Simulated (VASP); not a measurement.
Method: PBE GGA, VASP's PBE PAW potentials (set 64) (plane waves; VASP).

VASP input:

File POSCAR:
```
InP
1.0
  0.0000000000   2.9350000000   2.9350000000
  2.9350000000   0.0000000000   2.9350000000
  2.9350000000   2.9350000000   0.0000000000
In P
1 1
Direct
  0.0000000000   0.0000000000   0.0000000000
  0.7500000000   0.7500000000   0.7500000000
```

INCAR:
```
# general
SYSTEM  = InP
PREC    = Accurate
ENCUT   = 480   # plane-wave cut-off (eV)
LREAL   = .FALSE.
LASPH   = .TRUE.   # aspherical one-centre terms

# electronic loop
EDIFF   = 1E-6   # SCF stop (eV)
NELM    = 100   # most electronic steps
ALGO    = Normal
LMAXMIX = 4   # l cut-off of mixed one-centre charges

# smearing
ISMEAR  = 0   # Gaussian
SIGMA   = 0.05

# functional
GGA     = PE   # PBE

# ions
IBRION  = 2   # conjugate gradients
NSW     = 60
ISIF    = 3   # ions, shape and volume
EDIFFG  = -0.01   # ionic stop

# output
LWAVE   = .FALSE.
LCHARG  = .FALSE.
```

KPOINTS:
```
Automatic mesh
0
Gamma
7 7 7
0 0 0
```

POTCAR, in this order: In_d P (PBE.64 set). Program: vasp_std.

Output

### OSZICAR
```
       N       E                     dE             d eps       ncg     rms          rms(c)
DAV:   1     0.108802174348E+03    0.10880E+03   -0.82357E+03   525   0.145E+03
DAV:   2    -0.124041535732E+01   -0.11004E+03   -0.10620E+03   545   0.320E+02
DAV:   3    -0.859664065939E+01   -0.73562E+01   -0.73030E+01   695   0.870E+01
DAV:   4    -0.879613642121E+01   -0.19950E+00   -0.19938E+00   647   0.162E+01
DAV:   5    -0.880401817770E+01   -0.78818E-02   -0.78815E-02   747   0.253E+00    0.564E+00
DAV:   6    -0.840936563769E+01    0.39465E+00   -0.74800E-01   773   0.158E+01    0.346E+00
DAV:   7    -0.838154908459E+01    0.27817E-01   -0.20542E-01   708   0.396E+00    0.125E+00
DAV:   8    -0.838179318311E+01   -0.24410E-03   -0.17504E-02   673   0.195E+00    0.373E-01
DAV:   9    -0.838250086998E+01   -0.70769E-03   -0.22661E-03   653   0.733E-01    0.192E-01
DAV:  10    -0.838255271660E+01   -0.51847E-04   -0.21832E-04   705   0.132E-01    0.132E-01
DAV:  11    -0.838260519873E+01   -0.52482E-04   -0.44190E-05   580   0.540E-02    0.348E-02
DAV:  12    -0.838261721087E+01   -0.12012E-04   -0.37303E-05   621   0.109E-01    0.220E-02
DAV:  13    -0.838261736972E+01   -0.15884E-06   -0.17629E-06   490   0.143E-02
   1 F= -.83826174E+01 E0= -.83826174E+01  d E =-.838262E+01
       N       E                     dE             d eps       ncg     rms          rms(c)
DAV:   1    -0.907693849819E+01   -0.69432E+00   -0.18851E+01   660   0.102E+02    0.510E+00
DAV:   2    -0.851204758525E+01    0.56489E+00   -0.11266E+00   670   0.250E+01    0.203E+00
DAV:   3    -0.840086410530E+01    0.11118E+00   -0.38245E-01   665   0.138E+01    0.993E-01
DAV:   4    -0.840094046698E+01   -0.76362E-04   -0.16268E-02   540   0.141E+00    0.760E-01
DAV:   5    -0.839886004065E+01    0.20804E-02   -0.15679E-03   598   0.474E-01    0.373E-01
DAV:   6    -0.839847223956E+01    0.38780E-03   -0.77072E-04   621   0.296E-01    0.381E-02
DAV:   7    -0.839847014097E+01    0.20986E-05   -0.82567E-05   707   0.140E-01    0.152E-02
DAV:   8    -0.839847374559E+01   -0.36046E-05   -0.25960E-05   635   0.104E-01    0.111E-02
DAV:   9    -0.839847171205E+01    0.20335E-05   -0.33078E-06   580   0.362E-02    0.298E-03
DAV:  10    -0.839847200050E+01   -0.28845E-06   -0.17831E-07   335   0.410E-03
   2 F= -.83984720E+01 E0= -.83984720E+01  d E =-.158546E-01
       N       E                     dE             d eps       ncg     rms          rms(c)
DAV:   1    -0.847930128691E+01   -0.80830E-01   -0.18960E+00   650   0.291E+01    0.187E+00
DAV:   2    -0.841381686447E+01    0.65484E-01   -0.14250E-01   655   0.984E+00    0.637E-01
DAV:   3    -0.840318476191E+01    0.10632E-01   -0.32607E-02   665   0.415E+00    0.381E-01
DAV:   4    -0.840313801354E+01    0.46748E-04   -0.13188E-03   553   0.379E-01    0.278E-01
DAV:   5    -0.840299622937E+01    0.14178E-03   -0.18345E-04   668   0.149E-01    0.904E-02
DAV:   6    -0.840300879931E+01   -0.12570E-04   -0.67750E-05   800   0.108E-01    0.269E-02
DAV:   7    -0.840300149149E+01    0.73078E-05   -0.82177E-06   625   0.358E-02    0.367E-03
DAV:   8    -0.840300100434E+01    0.48716E-06   -0.32703E-07   290   0.700E-03
   3 F= -.84030010E+01 E0= -.84030010E+01  d E =-.203836E-01
```

**OUTCAR**
```
------------------------ aborting loop because EDIFF is reached ----------------------------------------
  FORCE on cell =-STRESS in cart. coord.  units (eV):
  Direction    XX          YY          ZZ          XY          YZ          ZX
  --------------------------------------------------------------------------------------
  Total        0.0043360      0.0043360      0.0043360     -0.0000000      0.0000000      0.0000000
  in kB        0.1313768      0.1313768      0.1313768     -0.0000000      0.0000000      0.0000000
  external PRESSURE =       0.1313768 kB  Pullay stress =       0.0000000 kB
  volume of cell :       52.88
      direct lattice vectors                 reciprocal lattice vectors
     0.000000000  2.979081229  2.979081229    -0.167836981  0.167836981  0.167836981
     2.979081229 -0.000000000  2.979081229     0.167836981 -0.167836981  0.167836981
     2.979081229  2.979081229  0.000000000     0.167836981  0.167836981 -0.167836981
  FREE ENERGIE OF THE ION-ELECTRON SYSTEM (eV)
  ---------------------------------------------------
  free  energy   TOTEN  =        -8.4030010043 eV

  energy  without entropy=       -8.4030010043  energy(sigma->0) =       -8.40300100

 reached required accuracy - stopping structural energy minimisation
```
(Selected blocks of OUTCAR.)

CONTCAR:
```
InP
   1.00000000000000
     0.0000000000000000    2.9790812292162565    2.9790812292162565
     2.9790812292162565   -0.0000000000000000    2.9790812292162565
     2.9790812292162565    2.9790812292162565    0.0000000000000000
  In              P
     1     1
Direct
     0.0000000000000000    0.0000000000000000    0.0000000000000000
     0.7500000000000000    0.7500000000000000    0.7500000000000000
```

Energy and stress use the plane-wave basis of the starting cell.

The compound is InP in the zinc blende structure. This run relaxes it. Symmetry was kept, so distortions that lower it aren't found.
